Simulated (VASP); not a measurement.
Output of a VASP run:

### OUTCAR
```
 ion  position               nearest neighbor table
   1  0.000  0.000  0.000-   2 2.74   2 2.74   2 2.74   2 2.74   2 2.74   2 2.74
   2  0.500  0.500  0.500-   1 2.74   1 2.74   1 2.74   1 2.74   1 2.74   1 2.74
  LATTYP: Found a face centered cubic cell.
 ALAT       =     5.4716923302
 Subroutine PRICEL returns:
 Original cell was already a primitive cell.
 Subroutine GETGRP returns: Found 48 space group operations
The static configuration has the point symmetry O_h .
The dynamic configuration has the point symmetry O_h .
 Subroutine INISYM returns: Found 48 space group operations
 Subroutine IBZKPT returns following result:
 Found     35 irreducible k-points:

 Following reciprocal coordinates:
            Coordinates               Weight
  0.000000  0.000000  0.000000      1.000000
  0.111111  0.000000  0.000000      8.000000
  0.222222  0.000000  0.000000      8.000000
  0.333333  0.000000  0.000000      8.000000
  0.444444  0.000000  0.000000      8.000000
  0.111111  0.111111  0.000000      6.000000
  0.222222  0.111111  0.000000     24.000000
  0.333333  0.111111  0.000000     24.000000
  0.444444  0.111111  0.000000     24.000000
 -0.444444  0.111111  0.000000     24.000000
 -0.333333  0.111111  0.000000     24.000000
 -0.222222  0.111111  0.000000     24.000000
 -0.111111  0.111111  0.000000     12.000000
  0.222222  0.222222  0.000000      6.000000
  0.333333  0.222222  0.000000     24.000000
  0.444444  0.222222  0.000000     24.000000
 -0.444444  0.222222  0.000000     24.000000
 -0.333333  0.222222  0.000000     24.000000
 -0.222222  0.222222  0.000000     12.000000
  0.333333  0.333333  0.000000      6.000000
  0.444444  0.333333  0.000000     24.000000
 -0.444444  0.333333  0.000000     24.000000
 -0.333333  0.333333  0.000000     12.000000
  0.444444  0.444444  0.000000      6.000000
 -0.444444  0.444444  0.000000     12.000000
  0.333333  0.222222  0.111111     24.000000
  0.444444  0.222222  0.111111     48.000000
 -0.444444  0.222222  0.111111     48.000000
  0.444444  0.333333  0.111111     24.000000
 -0.444444  0.333333  0.111111     48.000000
 -0.333333  0.333333  0.111111     48.000000
 -0.222222  0.333333  0.111111     24.000000
 -0.444444  0.444444  0.111111     24.000000
 -0.333333  0.444444  0.111111     24.000000
 -0.333333  0.444444  0.222222     24.000000
   k-points           NKPTS =     35   k-points in BZ     NKDIM =     35   number of bands    NBANDS=     13
   number of dos      NEDOS =    601   number of ions     NIONS =      2
   total plane-waves  NPLWV =  27000
   dimension x,y,z NGX =    30 NGY =   30 NGZ =   30
   dimension x,y,z NGXF=    60 NGYF=   60 NGZF=   60
   ions per type =               1   1
   PREC   = accura    normal or accurate (medium, high low for compatibility)
   ISTART =      0    job   : 0-new  1-cont  2-samecut
   ICHARG =      2    charge: 1-file 2-atom 10-const
   ISPIN  =      1    spin polarized calculation?
   LNONCOLLINEAR =      F non collinear calculations
   LSORBIT =      F    spin-orbit coupling
   INIWAV =      1    electr: 0-lowe 1-rand  2-diag
   ENCUT  =  520.0 eV  38.22 Ry    6.18 a.u.   7.19  7.19  7.19*2*pi/ulx,y,z
   NELM   =    100;   NELMIN=  2; NELMDL= -5     # of ELM steps
   EDIFF  = 0.1E-06   stopping-criterion for ELM
   LREAL  =      F    real-space projection
   NLSPLINE    = F    spline interpolate recip. space projectors
   LMAXMIX     =    4 max onsite mixed and CHGCAR
   VOSKOWN=      0    Vosko Wilk Nusair interpolation
   EDIFFG = 0.1E-05   stopping-criterion for IOM
   NSW    =      0    number of steps for IOM
   NBLOCK =      1;   KBLOCK =      1    inner block; outer block
   IBRION =     -1    ionic relax: 0-MD 1-quasi-New 2-CG
   NFREE  =      0    steps in history (QN), initial steepest desc. (CG)
   ISIF   =      2    stress and relaxation
   ISYM   =      2    0-nonsym 1-usesym 2-fastsym
   TEIN   =    0.0    initial temperature
   TEBEG  =    0.0;   TEEND  =   0.0 temperature during run
...
```

File OSZICAR:
```
       N       E                     dE             d eps       ncg     rms          rms(c)
DAV:   1     0.106809727309E+03    0.10681E+03   -0.89858E+03   958   0.125E+03
DAV:   2     0.329798092303E+01   -0.10351E+03   -0.97045E+02  1075   0.259E+02
DAV:   3    -0.913543156342E+00   -0.42115E+01   -0.41970E+01  1050   0.555E+01
DAV:   4    -0.947462249085E+00   -0.33919E-01   -0.33913E-01  1050   0.560E+00
DAV:   5    -0.947932130242E+00   -0.46988E-03   -0.46988E-03  1050   0.659E-01    0.706E+00
DAV:   6    -0.790112653043E+00    0.15782E+00   -0.34585E-01   999   0.838E+00    0.465E+00
DAV:   7    -0.788167479024E+00    0.19452E-02   -0.86239E-02   940   0.235E+00    0.210E+00
DAV:   8    -0.787424800097E+00    0.74268E-03   -0.49342E-03   975   0.911E-01    0.265E-01
DAV:   9    -0.787463413998E+00   -0.38614E-04   -0.64866E-04  1015   0.361E-01    0.360E-02
DAV:  10    -0.787509263706E+00   -0.45850E-04   -0.62507E-05   940   0.843E-02    0.157E-02
DAV:  11    -0.787517652330E+00   -0.83886E-05   -0.92128E-06   950   0.295E-02    0.299E-03
DAV:  12    -0.787517677354E+00   -0.25024E-07   -0.30211E-07  1090   0.711E-03
   1 F= -.78751768E+00 E0= -.78751768E+00  d E =0.000000E+00
```

### OUTCAR
```
------------------------ aborting loop because EDIFF is reached ----------------------------------------
  FORCE on cell =-STRESS in cart. coord.  units (eV):
  Direction    XX          YY          ZZ          XY          YZ          ZX
  --------------------------------------------------------------------------------------
  Total       -0.0029054     -0.0029054     -0.0029054      0.0000000      0.0000000      0.0000000
  in kB       -0.1136612     -0.1136612     -0.1136612      0.0000000      0.0000000      0.0000000
  external PRESSURE =      -0.1136612 kB  Pullay stress =       0.0000000 kB
  volume of cell :       40.95
      direct lattice vectors                 reciprocal lattice vectors
     0.000000000  2.735846165  2.735846165    -0.182758814  0.182758814  0.182758814
     2.735846165  0.000000000  2.735846165     0.182758814 -0.182758814  0.182758814
     2.735846165  2.735846165  0.000000000     0.182758814  0.182758814 -0.182758814
  FREE ENERGIE OF THE ION-ELECTRON SYSTEM (eV)
  ---------------------------------------------------
  free  energy   TOTEN  =        -0.7875176774 eV

  energy  without entropy=       -0.7875176774  energy(sigma->0) =       -0.78751768

 total charge

# of ion       s       p       d       tot
------------------------------------------
    1        0.211   0.155   9.368   9.734
    2        1.605   3.459   0.000   5.064
--------------------------------------------------
tot          1.817   3.614   9.368  14.798
```
(Selected blocks of OUTCAR.)

POSCAR:
```
AgCl
1
    0.0000000000     2.7358461651     2.7358461651
    2.7358461651     0.0000000000     2.7358461651
    2.7358461651     2.7358461651     0.0000000000
Ag Cl
1 1
Direct
  0.0000000000   0.0000000000   0.0000000000
  0.5000000000   0.5000000000   0.5000000000
```

**Question.** Reconstruct the remaining input files.

**Answer.** This is not unique; one that fits is the input of the run itself, vdW-DF-cx, plane waves, VASP's PBE PAW potentials (set 64).

### INCAR
```
# general
SYSTEM  =AgCl
PREC    =Accurate
ENCUT   =520   # plane-wave cut-off (eV)
LREAL   =F   # projection in real space or not
LASPH   =T   # aspherical one-centre terms

# electronic loop
EDIFF   =1E-7
NELM    =100   # most electronic steps
ALGO    =Normal   # blocked Davidson
LMAXMIX =4   # l cut-off of mixed one-centre charges

# smearing
ISMEAR  =-5   # tetrahedra, Bloechl

# functional
GGA     =CX
LUSE_VDW=T
AGGAC   =0.0

# ions
ISIF    =2

# output
LWAVE   =F
LCHARG  =T
LORBIT  =11   # lm-projected
NEDOS   =601   # DOS grid
```

### KPOINTS
```
Automatic mesh
0
Gamma
9 9 9
0 0 0
```

POTCAR, in this order: Ag Cl (PBE.64 set). Program: vasp_std.

The compound is AgCl in the rock salt structure. It was relaxed first.
